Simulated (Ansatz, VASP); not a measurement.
**One calculation of NiMoIrPdW, two programs**

File INCAR:

```
SYSTEM = NiMoIrPdW
PREC     = Accurate       ! precision mode
ENCUT    = 520            ! plane-wave cutoff, eV
EDIFF    = 1E-8           ! SCF threshold, eV
ISMEAR   = -1             ! smearing method
SIGMA    = 0.05           ! smearing width, eV
LREAL    = .False.        ! projectors in reciprocal space
LASPH    = .True.         ! aspherical terms in the spheres
NELM     = 150            ! most SCF steps
ALGO     = Normal         ! electronic algorithm
ISIF     = 2              ! what is computed and relaxed
LWAVE    = .False.        ! write WAVECAR
LCHARG   = .False.        ! write CHGCAR
ISPIN    = 2              ! spin polarisation
MAGMOM   = 1 1 0 0.6 0    ! initial moments
LORBIT   = 11             ! projections on sites
LMAXMIX  = 4              ! l up to which the mixer works
GGA      = PE             ! functional
LEFG     = .True.       
KPAR     = 4
```

The input KPOINTS:

```
regular mesh
0
Gamma
  11 11 3
  0 0 0
```

File POSCAR:

```
NiMoIrPdW
1.0
    2.3446000000     -1.4313800000      0.0090600000
    2.3446000000      1.4313800000      0.0090600000
   -2.2060000000      0.0000000000     10.9237400000
Ni Mo Pd Ir W
1 1 1 1 1
Direct
    0.4983800000      0.4983800000      0.2952500000
    0.3177300000      0.3177300000      0.9120700000
    0.2473300000      0.2473300000      0.4906100000
    0.7498200000      0.7498200000      0.1080200000
    0.6867300000      0.6867300000      0.6940600000
```

The input input.yaml:

```yaml
crystal:
  lattice:
    - [2.3446, -1.43138, 0.00906]
    - [2.3446, 1.43138, 0.00906]
    - [-2.206, 0.0, 10.92374]
  atoms:
    - { symbol: Ni, position: [0.49838, 0.49838, 0.29525], spin: 1.0 }
    - { symbol: Mo, position: [0.31773, 0.31773, 0.91207], spin: 1.0 }
    - { symbol: Pd, position: [0.24733, 0.24733, 0.49061] }
    - { symbol: Ir, position: [0.74982, 0.74982, 0.10802], spin: 0.6 }
    - { symbol: W, position: [0.68673, 0.68673, 0.69406] }
hamiltonian:
  xc: pbe
  pseudopotentials: { kind: paw, frozen_core: stored }
magnetization:
  spin_polarized: true
kpoints:
  mp_grid: { grid: [11, 11, 3] }
scf:
  occupations: { method: fermi_dirac, width: 0.05 }
output:
  forces: true
  stress: true
  eigenvalues: true
  efg: {}
```

The cell was built by a generator and needn't be a form met in nature.

Alike in both runs: task electric field gradients; functional PBE; k mesh 11 × 11 × 3; occupations fermi-dirac, width 0.05 eV; collinear spin, ferromagnetic start.

|  | VASP | Ansatz |
| --- | --- | --- |
| version | VASP 6.6.1 | Ansatz 0.2.0 |
| potentials or method | VASP PAW PBE potentials, release 64 (Ni, Mo_sv, Pd, Ir, W_sv) | Ansatz PAW |
| plane-wave cutoff (eV) | 520 | 420 |
| valence electrons in the cell | 57 | 81 |

```csv
,VASP,Ansatz,Ansatz less VASP
gap on the k mesh at the Fermi level (eV),none,none,-
pressure (GPa),0.3,0.0,-0.33
largest component of the traceless stress (GPa),0.57,0.61,+0.040
rms of the force components (eV/Å),0.035,0.031,-0.0039
net moment per atom (μB),0.00,0.00,0.000
Vzz of the field gradient on the site that differs most (V/Å²),-12.3,7.5,+19.84
```

Atom by atom the forces differ by 0.008 eV/Å (rms over components). A gap of «none» marks a metal or a gap that the smearing closes. The two sets of potentials don't hold the same shells in valence.

Caveats: the starting moments weren't kept (Ansatz). The runs have no spin-orbit coupling, so splittings on Ir, W are missing.
